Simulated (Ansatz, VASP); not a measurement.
# Cross-check of TiTeSe between VASP and Ansatz

Aim: how closely do two programs agree when they are given the same cell, functional and k mesh? The cell is taken from a series of runs on this material, whose earlier steps may have relaxed, scaled, displaced or heated it; both programs get it as it stands.

Calculated with Ansatz 0.2.0; plane waves, with VASP 6.6.1 beside it; PBEsol.

### 1. Starting point

The cell holds 3 atoms: 1 Ti, 1 Se and 1 Te. Its edges and angles: a = 3.606 Å, b = 3.606 Å, c = 30.000 Å, α = 90.0°, β = 90.0°, γ = 120.0°. Vacuum lies along c.

### 2. VASP: zone-centre phonons, PBEsol

Second derivatives magnify differences that forces hide, and they need a tight electronic threshold.

Lines of VASP's logs that name or quote its potential files are left out, and so is its time.

Contents of INCAR:

```
SYSTEM = TiTeSe
PREC = Accurate
ENCUT = 500
EDIFF = 1E-08
NELM = 120
ISMEAR = 1
SIGMA = 0.2
LREAL = .FALSE.
ALGO = Normal
GGA = PS
NBANDS = 18
LASPH = .TRUE.
LORBIT = 11
LWAVE = .FALSE.
LCHARG = .FALSE.
ISIF = 2
IBRION = 8
GGA_COMPAT = .FALSE.
NELMDL = -8
KPAR = 2
```

Contents of POSCAR:

```
TiTeSe
1.0
    3.6057283933      0.0000000000      0.0000000000
   -1.8028641967      3.1226523878      0.0000000000
    0.0000000000      0.0000000000     30.0000000000
Ti Se Te
1 1 1
Direct
    0.0000000000      0.0000000000      0.3370315927
    0.3333333333      0.6666666667      0.3839161088
    0.6666666667      0.3333333333      0.2757189651
```

Contents of KPOINTS:

```
Automatic mesh
0
Gamma
15 15 1
0 0 0
```

PAW data sets: Ti_sv, Se and Te (PBE family, release 64).

Run with:

```bash
mpirun -np 2 vasp_std
```

Numbers of over 12 decimals in the logs are rounded to 6 here.

Log:

```text
[banner, memory and clock lines left out]
running    2 mpi-ranks, on    1 nodes
 distrk:  each k-point on    1 cores,    2 groups
 distr:  one band on    1 cores,    1 groups

 POSCAR found type information on POSCAR TiSeTe
 POSCAR found :  3 types and       3 ions
|                                                                             |
|               ----> ADVICE to this user running VASP <----                  |
|                                                                             |
|     You enforced a specific xc type in the INCAR file but a different       |
|     [... a line on the potential file left out ...]
|     I HOPE YOU KNOW WHAT YOU ARE DOING!                                     |
|                                                                             |

 LDA part: xc-table for (Slater+PW92), standard interpolation
 POSCAR, INCAR and KPOINTS ok, starting setup
 FFT: planning ... GRIDC
 FFT: planning ... GRID_SOFT
 FFT: planning ... GRID
 WAVECAR not read
 entering main loop
       N       E                     dE             d eps       ncg     rms          rms(c)
DAV:   1     0.159368310339E+03    0.15937E+03   -0.10106E+04  1188   0.952E+02
DAV:   2     0.138280271096E+01   -0.15799E+03   -0.15510E+03  1300   0.229E+02
DAV:   3    -0.199149837470E+02   -0.21298E+02   -0.21209E+02  1718   0.777E+01
DAV:   4    -0.209584714782E+02   -0.10435E+01   -0.10395E+01  1346   0.171E+01
DAV:   5    -0.210453050734E+02   -0.86834E-01   -0.86800E-01  1526   0.398E+00
DAV:   6    -0.210460433712E+02   -0.73830E-03   -0.73823E-03  1382   0.472E-01
DAV:   7    -0.210460656364E+02   -0.22265E-04   -0.22264E-04  1544   0.728E-02
DAV:   8    -0.210460658186E+02   -0.18219E-06   -0.18209E-06  1334   0.744E-03    0.127E+01
DAV:   9    -0.202249285496E+02    0.82114E+00   -0.35009E+01  1216   0.418E+01    0.123E+01
DAV:  10    -0.189291782307E+02    0.12958E+01   -0.30488E+01  1332   0.358E+01    0.593E+00
DAV:  11    -0.184602732407E+02    0.46890E+00   -0.17441E+00  1098   0.997E+00    0.201E+00
DAV:  12    -0.184449089401E+02    0.15364E-01   -0.59890E-01  1416   0.510E+00    0.149E+00
DAV:  13    -0.184252189408E+02    0.19690E-01   -0.18474E-01  1214   0.337E+00    0.568E-01
DAV:  14    -0.184240769833E+02    0.11420E-02   -0.20488E-02  1086   0.120E+00    0.287E-01
[...]
DAV:  26    -0.184239840857E+02   -0.86039E-05   -0.45316E-07  1140   0.390E-03    0.900E-04
DAV:  27    -0.184239862136E+02   -0.21279E-05   -0.35187E-08  1172   0.104E-03    0.614E-04
DAV:  28    -0.184239875831E+02   -0.13696E-05   -0.16210E-08   982   0.503E-04    0.396E-04
DAV:  29    -0.184239886012E+02   -0.10181E-05   -0.28401E-08  1096   0.920E-04    0.191E-04
DAV:  30    -0.184239888231E+02   -0.22188E-06   -0.14996E-09   950   0.253E-04    0.175E-04
DAV:  31    -0.184239888966E+02   -0.73564E-07    0.17511E-10   798   0.101E-04    0.585E-05
DAV:  32    -0.184239889219E+02   -0.25271E-07    0.39965E-10   724   0.975E-05    0.224E-05
DAV:  33    -0.184239889301E+02   -0.81473E-08    0.61674E-10   612   0.429E-05
   1 F= -.18423989E+02 E0= -.18424229E+02  d E =0.721517E-03
 Linear response reoptimize wavefunctions to high precision
DAV:   1    -0.184239889327E+02   -0.26430E-08    0.63621E-10   798   0.257E-05
DAV:   2    -0.184239889327E+02   -0.40018E-10    0.65210E-10   610   0.992E-06
 Linear response DOF=           6
 Linear response progress:
  Degree of freedom:   1/  6
       N       E                     dE             d eps       ncg     rms          rms(c)
RMM:   1    -0.725042826851E+00   -0.72504E+00    0.12600E+01  4070   0.135E+02
RMM:   2    -0.685629876543E+00    0.39413E-01   -0.43381E-01  7135   0.525E+00    0.213E-01
RMM:   3    -0.682824825208E+00    0.28051E-02   -0.24839E-02  8090   0.114E+00    0.107E-01
RMM:   4    -0.682994795120E+00   -0.16997E-03   -0.15481E-02  9943   0.527E-01    0.336E-02
[...]
RMM:   7    -0.743263493648E+00   -0.34618E-03   -0.94943E-05  2275   0.467E-02    0.394E-03
RMM:   8    -0.743318592162E+00   -0.55099E-04   -0.23416E-05  2434   0.214E-02    0.236E-03
RMM:   9    -0.743300586817E+00    0.18005E-04   -0.84715E-06  2472   0.102E-02    0.148E-03
RMM:  10    -0.743330150013E+00   -0.29563E-04   -0.33068E-06  2359   0.515E-03    0.498E-04
RMM:  11    -0.743324492027E+00    0.56580E-05   -0.23576E-06  2477   0.284E-03    0.179E-04
RMM:  12    -0.743326486675E+00   -0.19946E-05   -0.93358E-07  2427   0.168E-03    0.120E-04
RMM:  13    -0.743331266577E+00   -0.47799E-05   -0.93004E-07  2229   0.127E-03    0.211E-04
RMM:  14    -0.743327483298E+00    0.37833E-05   -0.90338E-07  2334   0.831E-04    0.429E-05
RMM:  15    -0.743328230763E+00   -0.74746E-06   -0.64858E-07  2349   0.594E-04    0.272E-05
RMM:  16    -0.743328857646E+00   -0.62688E-06   -0.61434E-07  2351   0.455E-04    0.285E-05
RMM:  17    -0.743328576040E+00    0.28161E-06   -0.52266E-07  2508   0.338E-04    0.249E-05
RMM:  18    -0.743328746677E+00   -0.17064E-06   -0.43210E-07  2305   0.292E-04    0.132E-05
RMM:  19    -0.743328805068E+00   -0.58391E-07   -0.36776E-07  2367   0.236E-04    0.541E-06
RMM:  20    -0.743328933435E+00   -0.12837E-06   -0.17925E-07  2464   0.198E-04    0.456E-06
[...]
RMM:  25    -0.743328917905E+00   -0.23240E-07   -0.20352E-07  2353   0.111E-04    0.698E-06
[...]
RMM:   8    -0.779752868516E-01   -0.42822E-05   -0.19165E-06  9737   0.475E-03    0.961E-04
RMM:   9    -0.779769883100E-01   -0.17015E-05    0.55586E-07 10764   0.247E-03    0.296E-04
RMM:  10    -0.779774351790E-01   -0.44687E-06    0.33142E-07 10811   0.119E-03    0.145E-04
RMM:  11    -0.779777303083E-01   -0.29513E-06    0.65442E-08 10901   0.633E-04    0.417E-05
RMM:  12    -0.779776485152E-01    0.81793E-07    0.29871E-08 10907   0.341E-04    0.180E-05
RMM:  13    -0.779776288766E-01    0.19639E-07   -0.79066E-08 10916   0.191E-04    0.105E-05
RMM:  14    -0.779776340539E-01   -0.51773E-08   -0.64606E-08 10990   0.108E-04    0.972E-06
 first order change of Fermi-energy   0.32933E-03
 force on displaced ion       2 direction 1 :  -4.708   0.000   0.002
 Linear response progress:
  Degree of freedom:   4/  6
       N       E                     dE             d eps       ncg     rms          rms(c)
RMM:   1    -0.124739205371E+00   -0.12474E+00    0.28411E-02  2338   0.156E+00
RMM:   2    -0.120287406234E+00    0.44518E-02   -0.46012E-03  1997   0.351E-01    0.142E-01
RMM:   3    -0.120531971638E+00   -0.24457E-03   -0.13570E-03  1825   0.268E-01    0.155E-01
RMM:   4    -0.120302881386E+00    0.22909E-03   -0.47554E-04  1862   0.183E-01    0.597E-02
RMM:   5    -0.120436585346E+00   -0.13370E-03   -0.23133E-04  2234   0.744E-02    0.163E-02
RMM:   6    -0.120445759176E+00   -0.91738E-05   -0.53155E-05  2396   0.357E-02    0.130E-02
RMM:   7    -0.120423498979E+00    0.22260E-04   -0.10567E-05  2106   0.198E-02    0.283E-03
RMM:   8    -0.120423143406E+00    0.35557E-06   -0.30525E-06  2388   0.842E-03    0.136E-03
RMM:   9    -0.120423393381E+00   -0.24998E-06   -0.10990E-06  2422   0.377E-03    0.109E-03
RMM:  10    -0.120423644794E+00   -0.25141E-06    0.77904E-07  2230   0.259E-03    0.587E-04
RMM:  11    -0.120423727197E+00   -0.82403E-07    0.18687E-06  2419   0.135E-03    0.178E-04
RMM:  12    -0.120423378267E+00    0.34893E-06    0.24249E-07  2303   0.723E-04    0.908E-05
RMM:  13    -0.120423231017E+00    0.14725E-06    0.38671E-07  2384   0.397E-04    0.513E-05
RMM:  14    -0.120423218429E+00    0.12588E-07    0.20338E-07  2471   0.219E-04    0.643E-05
RMM:  15    -0.120423149061E+00    0.69368E-07    0.21009E-07  2199   0.175E-04    0.248E-05
RMM:  16    -0.120423194951E+00   -0.45891E-07    0.29931E-07  2378   0.993E-05    0.289E-05
RMM:  17    -0.120423210598E+00   -0.15647E-07    0.91535E-08  2449   0.558E-05    0.142E-05
RMM:  18    -0.120423222223E+00   -0.11625E-07    0.66544E-08  2470   0.333E-05    0.530E-06
RMM:  19    -0.120423246244E+00   -0.24021E-07    0.47302E-08  2202   0.264E-05    0.447E-06
RMM:  20    -0.120423250705E+00   -0.44607E-08    0.26727E-08  2448   0.126E-05    0.347E-06
 first order change of Fermi-energy  -0.76038E+00
 force on displaced ion       2 direction 3 :  -0.000   0.000  -7.839
 Linear response progress:
  Degree of freedom:   5/  6
       N       E                     dE             d eps       ncg     rms          rms(c)
RMM:   1    -0.408000634272E-01   -0.40800E-01   -0.27004E-03  9725   0.941E-01
RMM:   2    -0.389324715690E-01    0.18676E-02   -0.36731E-03  8387   0.304E-01    0.702E-02
RMM:   3    -0.390927968149E-01   -0.16033E-03   -0.78638E-04  9447   0.112E-01    0.402E-02
RMM:   4    -0.391468364172E-01   -0.54040E-04   -0.13179E-04 10100   0.431E-02    0.287E-02
RMM:   5    -0.392413268314E-01   -0.94490E-04   -0.32372E-05  8940   0.287E-02    0.305E-03
RMM:   6    -0.392361629029E-01    0.51639E-05   -0.10683E-05  9841   0.126E-02    0.213E-03
RMM:   7    -0.392342007311E-01    0.19622E-05   -0.22475E-06  9627   0.657E-03    0.171E-03
RMM:   8    -0.392326416054E-01    0.15591E-05   -0.40632E-07  9775   0.346E-03    0.463E-04
RMM:   9    -0.392323970822E-01    0.24452E-06   -0.12306E-06 10815   0.165E-03    0.172E-04
RMM:  10    -0.392323850086E-01    0.12074E-07    0.95132E-07 10940   0.734E-04    0.842E-05
RMM:  11    -0.392324711349E-01   -0.86126E-07   -0.17316E-07 10846   0.391E-04    0.272E-05
RMM:  12    -0.392324734017E-01   -0.22668E-08    0.41056E-07 10901   0.208E-04    0.128E-05
RMM:  13    -0.392325009479E-01   -0.27546E-07   -0.89859E-08 10943   0.116E-04    0.423E-06
RMM:  14    -0.392324969297E-01    0.40182E-08    0.10773E-07 11005   0.627E-05    0.153E-06
RMM:  15    -0.392324993321E-01   -0.24024E-08   -0.37580E-08 10833   0.353E-05    0.150E-06
 first order change of Fermi-energy   0.36803E-03
 force on displaced ion       3 direction 1 :  -2.657   0.000  -0.001
 Linear response progress:
  Degree of freedom:   6/  6
       N       E                     dE             d eps       ncg     rms          rms(c)
RMM:   1    -0.863292982941E-01   -0.86329E-01    0.25423E-02  2275   0.120E+00
RMM:   2    -0.841231045479E-01    0.22062E-02   -0.49196E-03  2034   0.345E-01    0.115E-01
RMM:   3    -0.842546965981E-01   -0.13159E-03   -0.92438E-04  1974   0.180E-01    0.957E-02
RMM:   4    -0.842568990340E-01   -0.22024E-05   -0.34267E-04  2008   0.133E-01    0.600E-02
RMM:   5    -0.842590018726E-01   -0.21028E-05   -0.11257E-04  2034   0.687E-02    0.470E-02
RMM:   6    -0.843107924028E-01   -0.51791E-04   -0.51592E-05  2012   0.544E-02    0.112E-02
RMM:   7    -0.843086544182E-01    0.21380E-05   -0.21021E-05  2280   0.262E-02    0.601E-03
RMM:   8    -0.843091661999E-01   -0.51178E-06   -0.54679E-06  2434   0.127E-02    0.230E-03
RMM:   9    -0.843098622131E-01   -0.69601E-06   -0.73617E-06  2444   0.553E-03    0.271E-03
RMM:  10    -0.843092446962E-01    0.61752E-06   -0.16968E-06  2444   0.292E-03    0.433E-03
RMM:  11    -0.843111909834E-01   -0.19463E-05   -0.15760E-06  2128   0.308E-03    0.110E-03
RMM:  12    -0.843122180451E-01   -0.10271E-05   -0.43675E-07  2180   0.159E-03    0.338E-04
RMM:  13    -0.843128123111E-01   -0.59427E-06   -0.65317E-07  2398   0.629E-04    0.377E-04
RMM:  14    -0.843134602214E-01   -0.64791E-06   -0.36301E-07  2275   0.381E-04    0.319E-04
RMM:  15    -0.843135874689E-01   -0.12725E-06   -0.56842E-07  2214   0.316E-04    0.711E-05
RMM:  16    -0.843138436040E-01   -0.25614E-06   -0.29000E-07  2175   0.190E-04    0.323E-05
RMM:  17    -0.843140307914E-01   -0.18719E-06   -0.24253E-07  2237   0.112E-04    0.161E-05
RMM:  18    -0.843140501736E-01   -0.19382E-07   -0.14747E-07  2401   0.596E-05    0.140E-05
RMM:  19    -0.843140528604E-01   -0.26868E-08   -0.88572E-08  2286   0.417E-05    0.433E-06
 first order change of Fermi-energy  -0.74683E+00
 force on displaced ion       3 direction 3 :   0.000   0.000  -8.144
 Linear response finished
```

OUTCAR, selected parts (step 2):

```text
ion  position               nearest neighbor table
   1  0.000  0.000  0.337-   2 2.51   2 2.51   2 2.51   3 2.78   3 2.78   3 2.78
   2  0.333  0.667  0.384-   1 2.51   1 2.51   1 2.51
   3  0.667  0.333  0.276-   1 2.78   1 2.78   1 2.78

  LATTYP: Found a hexagonal cell.
 ALAT       =     3.6057283933
 C/A-ratio  =     8.3200942300

 Subroutine GETGRP returns: Found  6 space group operations
 (whereof  6 operations were pure point group operations)

The static configuration has the point symmetry C_3v.

 Found     27 irreducible k-points:

   k-points           NKPTS =     27   k-points in BZ     NKDIM =     27   number of bands    NBANDS=     18

   dimension x,y,z NGX =    28 NGY =   28 NGZ =  224
   dimension x,y,z NGXF=    56 NGYF=   56 NGZF=  448

   ENCUT  =  500.0 eV  36.75 Ry    6.06 a.u.   6.57  6.57 54.70*2*pi/ulx,y,z

   NELECT =      24.0000    total number of electrons

 k-points in reciprocal lattice and weights: Automatic mesh
   0.00000000  0.00000000  0.00000000       0.004
   0.06666667 -0.00000000  0.00000000       0.027
   0.13333333 -0.00000000  0.00000000       0.027
   0.20000000 -0.00000000  0.00000000       0.027
   0.26666667 -0.00000000  0.00000000       0.027
   0.33333333 -0.00000000  0.00000000       0.027
   0.40000000 -0.00000000  0.00000000       0.027
   0.46666667 -0.00000000  0.00000000       0.027
   0.06666667  0.06666667  0.00000000       0.027
[...]
0.33333333  0.26666667  0.00000000       0.053
   0.33333333  0.33333333  0.00000000       0.009

 average (electrostatic) potential at core
       1 -83.9707       2 -60.6185       3 -96.5083

  Total       -0.4073335     -0.4073335      0.0653858      0.0000000      0.0000000     -0.0000000
  in kB       -1.9320699     -1.9320699      0.3101390      0.0000000      0.0000000     -0.0000000
  external PRESSURE =      -1.1846669 kB  Pullay stress =       0.0000000 kB

  energy-cutoff  :      500.00
  volume of cell :      337.78
      direct lattice vectors                 reciprocal lattice vectors
     3.605728393  0.000000000  0.000000000     0.277336474  0.160120288  0.000000000
    -1.802864197  3.122652388  0.000000000     0.000000000  0.320240576  0.000000000
     0.000000000  0.000000000 30.000000000     0.000000000  0.000000000  0.033333333

 POSITION                                       TOTAL-FORCE (eV/Angst)
 -----------------------------------------------------------------------------------
      0.00000      0.00000     10.11095        -0.000000     -0.000000     -0.000906
     -0.00000      2.08177     11.51748         0.000000      0.000000      0.024414
      1.80286      1.04088      8.27157         0.000000     -0.000000     -0.023508
 -----------------------------------------------------------------------------------
    total drift:                                0.000000     -0.000000     -0.000166

 Eigenvectors and eigenvalues of the dynamical matrix
 ----------------------------------------------------

   1 f  =    9.326520 THz    58.600254 2PiTHz  311.099221 cm-1    38.571370 meV
             X         Y         Z           dx          dy          dz
      0.000000  0.000000 10.110948    -0.000000    0.000000    0.893872
     -0.000000  2.081768 11.517483    -0.000000    0.000000   -0.366211
      1.802864  1.040884  8.271569     0.000000   -0.000000   -0.258617

   2 f  =    5.942745 THz    37.339370 2PiTHz  198.228649 cm-1    24.577209 meV
             X         Y         Z           dx          dy          dz
      0.000000  0.000000 10.110948    -0.298341    0.775349    0.000000
     -0.000000  2.081768 11.517483     0.198092   -0.514815    0.000000
      1.802864  1.040884  8.271569     0.026759   -0.069542   -0.000000

   3 f  =    5.942745 THz    37.339370 2PiTHz  198.228649 cm-1    24.577209 meV
             X         Y         Z           dx          dy          dz
      0.000000  0.000000 10.110948     0.775349    0.298341   -0.000000
     -0.000000  2.081768 11.517483    -0.514815   -0.198092    0.000000
      1.802864  1.040884  8.271569    -0.069542   -0.026759    0.000000

   4 f  =    4.762383 THz    29.922932 2PiTHz  158.855983 cm-1    19.695623 meV
             X         Y         Z           dx          dy          dz
      0.000000  0.000000 10.110948    -0.000000    0.000000   -0.115321
     -0.000000  2.081768 11.517483    -0.000000    0.000000   -0.745260
      1.802864  1.040884  8.271569     0.000000   -0.000000    0.656726

   5 f  =    3.151319 THz    19.800320 2PiTHz  105.116678 cm-1    13.032801 meV
             X         Y         Z           dx          dy          dz
      0.000000  0.000000 10.110948     0.125399   -0.325891   -0.000000
     -0.000000  2.081768 11.517483     0.222913   -0.579315   -0.000000
      1.802864  1.040884  8.271569    -0.252094    0.655151    0.000000

   6 f  =    3.151319 THz    19.800320 2PiTHz  105.116678 cm-1    13.032801 meV
             X         Y         Z           dx          dy          dz
      0.000000  0.000000 10.110948    -0.325891   -0.125399   -0.000000
     -0.000000  2.081768 11.517483    -0.579315   -0.222913   -0.000000
      1.802864  1.040884  8.271569     0.655151    0.252094   -0.000000

   7 f/i=    0.002006 THz     0.012604 2PiTHz    0.066912 cm-1     0.008296 meV
             X         Y         Z           dx          dy          dz
      0.000000  0.000000 10.110948    -0.086856    0.424680   -0.000000
     -0.000000  2.081768 11.517483    -0.111641    0.545862   -0.000000
      1.802864  1.040884  8.271569    -0.141923    0.693925   -0.000000

   8 f/i=    0.002006 THz     0.012604 2PiTHz    0.066912 cm-1     0.008296 meV
             X         Y         Z           dx          dy          dz
      0.000000  0.000000 10.110948    -0.424680   -0.086856    0.000000
     -0.000000  2.081768 11.517483    -0.545862   -0.111641    0.000000
      1.802864  1.040884  8.271569    -0.693925   -0.141923    0.000000

   9 f/i=    0.005700 THz     0.035817 2PiTHz    0.190145 cm-1     0.023575 meV
             X         Y         Z           dx          dy          dz
      0.000000  0.000000 10.110948     0.000000    0.000000    0.433237
     -0.000000  2.081768 11.517483     0.000000    0.000000    0.557205
      1.802864  1.040884  8.271569     0.000000    0.000000    0.708398

 ELASTIC MODULI CONTR FROM IONIC RELAXATION (kBar)
 Direction    XX          YY          ZZ          XY          YZ          ZX
 --------------------------------------------------------------------------------
 XX         -83.6664    -54.9066   -121.4991      0.0000     39.0620     -0.0000
 YY         -54.9066    -83.6664   -121.4991      0.0000    -39.0620      0.0000
 ZZ        -121.4991   -121.4991   -232.6736      0.0000     -0.0000      0.0000
 XY           0.0000      0.0000      0.0000    -14.3799      0.0000     35.3233
 YZ          39.0620    -39.0620     -0.0000      0.0000   -119.2880      0.0000
 ZX          -0.0000      0.0000      0.0000     35.3233      0.0000    -92.5746
 --------------------------------------------------------------------------------
```

This run has no spin polarisation, so a moment on Ti, if there is one, isn't seen.

[end of part 1 of 2]

[Lines on the potential files, build, host, timing and source positions are cut from VASP's logs without a mark.]

[Logs are printed without paths, hosts, clocks, repeated set-up lines and the standing remarks that a program may print on its own settings, such as how far it seeks lower states.]

[Hosts, paths, dates, database ids (printed as entryN), source tags and the programs' standing remarks are cut or masked in the printed files.]
